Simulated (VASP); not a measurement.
# Settings for SiH₃F: ionisation energy of a molecule

SiH₃F, molecule in box, 5 atoms in the cell. LDA; PAW potentials F, Si, H (LDA set). VASP 6.6.1.

Wanted: vertical ionisation energy within 0.03 eV.

Starting geometry: molecule relaxed first with the same functional.

POSCAR of the starting run:
```
SiH3F
1.0
   12.4300000000      0.0000000000      0.0000000000
    0.0000000000     12.4300000000      0.0000000000
    0.0000000000      0.0000000000     12.4300000000
F Si H
1 1 3
Direct
    0.4131541780      0.5140550314      0.5929373704
    0.5194446114      0.4993689682      0.5212747035
    0.4856937864      0.4853856643      0.4070626296
    0.5777807313      0.4023023307      0.5606472603
    0.5868458220      0.5976976693      0.5340511097
```

The series start from vacuum between images (Å): 10; correction: IDIPOL 4 with LDIPOL; Cutoff ENCUT (eV): 525; ALGO: All; program: vasp_gam. Each series keeps the choices made before it, and each single choice may use up half of a tolerance. Times cover all steps of a run.

## Vacuum between images (Å)

| Vacuum between images (Å) | Vertical ionisation energy (eV) | Time (s) |
|---|---|---|
| 6 | 12.035 | 18 |
| 8 | 12.037 | 34 |
| 10 | 12.037 | 66 |
| 16 (reference) | 12.037 | 256 |

Chosen: 6, the loosest value from which every tighter one stays within half of the tolerance.

## Correction

| Correction | Vertical ionisation energy (eV) | Time (s) |
|---|---|---|
| IDIPOL 4 with LDIPOL | 12.035 | 18 |
| IDIPOL 4 alone | 12.037 | 14 |
| LMONO | 11.679 | 13 |
| kernel truncation, coarsened | 12.035 | 44 |

Chosen: IDIPOL 4 alone; it saves 3.6 s of 18, so IDIPOL 4 with LDIPOL would do nearly as well.

## Cutoff ENCUT (eV)

| Cutoff ENCUT (eV) | Vertical ionisation energy (eV) | Time (s) |
|---|---|---|
| 400 | 12.041 | 9.7 |
| 460 | 12.038 | 11 |
| 525 | 12.037 | 14 |
| 725 (reference) | 12.039 | 26 |

Chosen: 400.

## ALGO

| ALGO | Vertical ionisation energy (eV) | Time (s) |
|---|---|---|
| All | 12.041 | 9.7 |
| Damped | no result | 26 |
| Normal | 12.041 | 8.3 |

Chosen: Normal; it saves 1.4 s of 9.7, so All would do nearly as well.

## Program

| Program | Vertical ionisation energy (eV) | Time (s) |
|---|---|---|
| vasp_gam | 12.041 | 8.3 |
| vasp_std | 12.041 | 10 |

Chosen: vasp_gam; no other choice that stays within half of the tolerance saves 30 % of the time.

## All choices together

| Input | Vertical ionisation energy (eV) | Time (s) |
|---|---|---|
| no correction for the charge (naive) | 10.282 | 56 |
| chosen settings | 12.041 | 8.3 |
| reference settings throughout | 12.039 | 377 |

The tolerance is met.

## The input

INCAR.step1:
```
PREC = Accurate
ENCUT = 400
EDIFF = 1E-6
ISMEAR = 0
SIGMA = 0.01
LREAL = False
LASPH = True
ALGO = Normal
NELM = 120
LWAVE = False
LCHARG = False
GGA = CA
ISYM = 0
IDIPOL = 4
DIPOL = 0.5 0.5 0.5
```

INCAR.step2, as INCAR.step1 but for:
```
- NELM = 120
+ NELM = 200
+ ISPIN = 2
+ MAGMOM = 0.20 0.20 0.20 0.20 0.20
+ NUPDOWN = 1
+ NELECT = 13.0
```

KPOINTS:
```
Automatic mesh
0
Gamma
  1 1 1
  0 0 0
```

POSCAR:
```
SiH3F
1.0
    8.4300000000      0.0000000000      0.0000000000
    0.0000000000      8.4300000000      0.0000000000
    0.0000000000      0.0000000000      8.4300000000
F Si H
1 1 3
Direct
    0.3719461961      0.5207240855      0.6370357667
    0.5286709987      0.4990695462      0.5313694619
    0.4789055475      0.4784512227      0.3629642333
    0.6146873654      0.3559451923      0.5894241336
    0.6280538039      0.6440548077      0.5502082199
```

Commands (each step's output is kept before the next begins):
```
cat potpaw_LDA.64/F/POTCAR potpaw_LDA.64/Si/POTCAR potpaw_LDA.64/H/POTCAR > POTCAR
cp INCAR.step1 INCAR
mpirun -np 4 vasp_gam > vasp.out
rm WAVECAR CHG
cp INCAR.step2 INCAR
mpirun -np 4 vasp_gam > vasp.out
```

The chosen input took VASP 6.6.1 8.3 s on 4 cores (AMD EPYC 7R13 (Zen 3)), a shared host.

## An input that fails: box far too small (2 A between images)

It runs to its end, but against the unchanged starting input it is off by 0.998 eV in the vertical ionisation energy.

Vacuum between images (Å): 10 becomes 2.
